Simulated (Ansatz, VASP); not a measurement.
# Cross-check of BeAgH3 between VASP and Ansatz, part 2 of 2

One calculation is typed for both programs; each brings its own data sets. How far apart do they land? The cell is generated by rule, not measured, and may not be a known phase. Of the first pair: The two relaxations start from unlike cells of this crystal (the structure described is Ansatz's start), so only their ends are compared.

VASP 6.6.1 and Ansatz 0.2.0.

So far: Set-up; VASP: relaxation of cell and atoms, PBEsol; Ansatz: relaxation of cell and atoms, PBEsol; Differences.

### Step 5. VASP: zone-centre phonons, PBEsol

Level of this step: PBEsol; plane waves and PAW (Ag, Be, H); invented cell (VASP).

Second derivatives magnify differences that forces hide, and they need a tight electronic threshold.

INCAR reads:

```
SYSTEM = BeAgH3
PREC = Accurate
ENCUT = 600
EDIFF = 1E-08
NELM = 120
ISMEAR = 1
SIGMA = 0.2
LREAL = .FALSE.
ALGO = Normal
GGA = PS
NBANDS = 14
LASPH = .TRUE.
LORBIT = 11
LWAVE = .FALSE.
LCHARG = .FALSE.
ISIF = 2
IBRION = 8
GGA_COMPAT = .FALSE.
KPAR = 2
```

POSCAR reads:

```
BeAgH3
1.0
    3.3462488596      0.0000000000      0.0000000000
    0.0000000000      3.3462488596      0.0000000000
    0.0000000000      0.0000000000      3.3462488596
Ag Be H
1 1 3
Direct
    0.5000000000      0.5000000000      0.5000000000
    0.0000000000      0.0000000000      0.0000000000
    0.0000000000      0.0000000000      0.5000000000
    0.5000000000      0.0000000000      0.0000000000
    0.0000000000      0.5000000000      0.0000000000
```

KPOINTS reads:

```
Automatic mesh
0
Gamma
12 12 12
0 0 0
```

The projector-augmented-wave data sets are Ag, Be and H (PBE family, release 64).

Run with:

```console
mpirun -np 2 vasp_std
```

Numbers of over 12 decimals in the logs are rounded to 6 here.

What it wrote:

```text
[banner, memory and clock lines left out]
running    2 mpi-ranks, on    1 nodes
[...]
[... a notice as in an earlier step ...]

 LDA part: xc-table for (Slater+PW92), standard interpolation
 POSCAR, INCAR and KPOINTS ok, starting setup
[...]
entering main loop
       N       E                     dE             d eps       ncg     rms          rms(c)
DAV:   1     0.632452805076E+02    0.63245E+02   -0.84395E+03  2352   0.119E+03
DAV:   2    -0.144527313233E+02   -0.77698E+02   -0.69049E+02  2778   0.220E+02
DAV:   3    -0.161531401742E+02   -0.17004E+01   -0.16904E+01  2868   0.349E+01
DAV:   4    -0.161592268932E+02   -0.60867E-02   -0.60861E-02  2724   0.239E+00
[...]
DAV:  12    -0.148587757108E+02   -0.57806E-06   -0.11013E-06  2934   0.101E-02    0.181E-03
DAV:  13    -0.148587757042E+02    0.65513E-08   -0.17959E-07  2694   0.376E-03    0.759E-04
DAV:  14    -0.148587756942E+02    0.99833E-08   -0.99915E-09  1842   0.129E-03
   1 F= -.14858776E+02 E0= -.14858818E+02  d E =0.126262E-03
[...]
RMM:   7    -0.162753189963E-01   -0.60532E-06   -0.30336E-09 15831   0.205E-04    0.210E-05
RMM:   8    -0.162753843361E-01   -0.65340E-07   -0.18063E-09 15971   0.367E-05    0.970E-06
RMM:   9    -0.162753882279E-01   -0.38918E-08   -0.22224E-09 16099   0.144E-05    0.102E-06
 first order change of Fermi-energy  -0.82849E-04
 force on displaced ion       3 direction 1 :  -1.917   0.000   0.000
 Linear response progress:
  Degree of freedom:   4/  4
       N       E                     dE             d eps       ncg     rms          rms(c)
RMM:   1    -0.184235693120E-01   -0.18424E-01   -0.11931E-02 11755   0.546E-01
RMM:   2    -0.181449212168E-01    0.27865E-03   -0.20027E-04  8535   0.902E-02    0.140E-01
RMM:   3    -0.184096238621E-01   -0.26470E-03   -0.15763E-04  7998   0.655E-02    0.738E-02
RMM:   4    -0.193288595950E-01   -0.91924E-03   -0.17231E-04  8572   0.646E-02    0.705E-03
[...]
RMM:   8    -0.194104631367E-01   -0.67617E-07   -0.31355E-10  9124   0.800E-05    0.408E-05
RMM:   9    -0.194105824913E-01   -0.11935E-06   -0.73361E-11  9077   0.476E-05    0.318E-06
RMM:  10    -0.194105903835E-01   -0.78922E-08   -0.25142E-11  8811   0.634E-06    0.159E-06
 first order change of Fermi-energy   0.12847E-03
 force on displaced ion       3 direction 3 :  -0.000   0.000  -1.329
 Linear response finished
```

From OUTCAR (step 5):

```text
 POSITION                                       TOTAL-FORCE (eV/Angst)
 -----------------------------------------------------------------------------------
      1.67312      1.67312      1.67312         0.000000      0.000000      0.000000
      0.00000      0.00000      0.00000         0.000000      0.000000      0.000000
      0.00000      0.00000      1.67312         0.000000      0.000000      0.000000
      1.67312      0.00000      0.00000         0.000000      0.000000      0.000000
      0.00000      1.67312      0.00000         0.000000      0.000000      0.000000
 -----------------------------------------------------------------------------------
    total drift:                                0.000000      0.000000      0.000000

[... 1 further part left out ...]
```

### Step 6. Ansatz: zone-centre phonons, PBEsol

The same cell, functional, mesh and smearing now go to Ansatz, which takes its cutoff from its data sets.

The cell is taken from a series of runs on this material, whose earlier steps may have relaxed, scaled, displaced or heated it; both programs get it as it stands.

input.yaml reads:

```yaml
crystal:
  lattice:
    - [3.3462488596, 0.0, 0.0]
    - [0.0, 3.3462488596, 0.0]
    - [0.0, 0.0, 3.3462488596]
  atoms:
    - { symbol: Ag, position: [0.5, 0.5, 0.5] }
    - { symbol: Be, position: [0.0, 0.0, 0.0] }
    - { symbol: H, position: [0.0, 0.0, 0.5] }
    - { symbol: H, position: [0.5, 0.0, 0.0] }
    - { symbol: H, position: [0.0, 0.5, 0.0] }
kpoints:
  mp_grid: { grid: [12, 12, 12] }
hamiltonian:
  xc: pbesol
scf:
  occupations: { method: methfessel_paxton, width: 0.2 }
output:
  eigenvalues: true
phonons:
  method: dfpt
```

Run with:

```console
ansatz run input.yaml --threads 4 --pin off --max-ram 14336MiB --backend cpu --events-out ev --progress --plain --runs-dir out
```

What it wrote:

```text
zone centre: on kpoints.mp_grid the ground state, and the responses unless they are solved on pairs of k-points, stand on 343 of the mesh's 1728 k-points, reduced under 8 symmetry operations, with k and −k counted as one. Each operation leaves every solved displacement unchanged or reverses it
[...]
Crystal: 5 atoms, lattice volume = 37.469 Å³
[...]
k mesh reduced under 8 symmetry operations, with k and −k counted as one. Each operation leaves every solved displacement unchanged or reverses it
  ASR residual: 4.043e-5 → 0.000e0 eV/Å²; symmetrization residual: 9.456e-7 eV/Å²
  ASR residual per site (eV/Å²): 2.32e-5 4.04e-5 3.26e-6 3.26e-6 3.26e-6
  Γ frequencies (cm⁻¹): -467.18 -467.18 -467.18 0.00 0.00 0.00 66.33 66.33 66.33 683.31 683.31 683.31 1058.29 1058.29 1058.29
  non-analytic LO–TO correction: not included (Born effective charges unavailable; polar crystals: no LO–TO splitting at Γ)
[key lines of the parts left out:]
SCF converged after 7 iterations
Free energy (F): -7657.191347 eV
Fermi energy:    10.662913 eV
```

### Step 7. Side by side

What differs besides the data sets and the points named for the pairs above, as far as they apply: the data sets hold 24 valence electrons in Ansatz (on its default PAW (the set named soft_2) files) and 16 in VASP. Total energies have different zeros and are not compared.

The two programs side by side:

```
                                                   quantity  Ansatz    VASP  difference
optical mode 1 to 3 (imaginary, printed as negative) (cm⁻¹)  -467.2  -451.2       -16.0
                                 optical mode 4 to 6 (cm⁻¹)    66.3    88.6    -25.16 %
                                 optical mode 7 to 9 (cm⁻¹)   683.3   684.1     -0.12 %
                               optical mode 10 to 12 (cm⁻¹)  1058.3  1066.1     -0.73 %
```

Modes are paired by rising frequency, not by their patterns, so a pair may set unlike modes beside each other; they are those without the splitting of longitudinal modes.

### Step 8. Summary of results

| Item | Value |
| --- | --- |
| difference in volume (relaxation of cell and atoms, PBEsol) | -0.0039 % |
| r.m.s. difference of the optical zone-centre modes, each program's sorted by frequency (zone-centre phonons, PBEsol) | 14 cm⁻¹ |
| difference in optical mode 4 to 6 (zone-centre phonons, PBEsol) | -25.2 % |

**Reading.** The difference in volume is -0.0039 % (relaxation of cell and atoms, PBEsol), within the 1.2 % picked in this series as the mark of a large difference, as far as the stopping tolerances let one tell. The data sets hold unlike numbers of valence electrons (24 in Ansatz and 16 in VASP), so part of the differences comes from the potentials. Among the rows given in per cent, the largest difference of the zone-centre phonons, PBEsol pair is in optical mode 4 to 6, -25.2 %. What causes the difference of the zone-centre phonons, PBEsol pair stays open here. 1 further run of this series is not shown here. How closely two codes agree says nothing of how well the functional describes the real material.

[Lines on the potential files, build, host, timing and source positions are cut from VASP's logs without a mark.]

[Logs are printed without paths, hosts, clocks, repeated set-up lines and the standing remarks that a program may print on its own settings, such as how far it seeks lower states.]

[Hosts, paths, dates, database ids (printed as entryN), source tags and the programs' standing remarks are cut or masked in the printed files.]
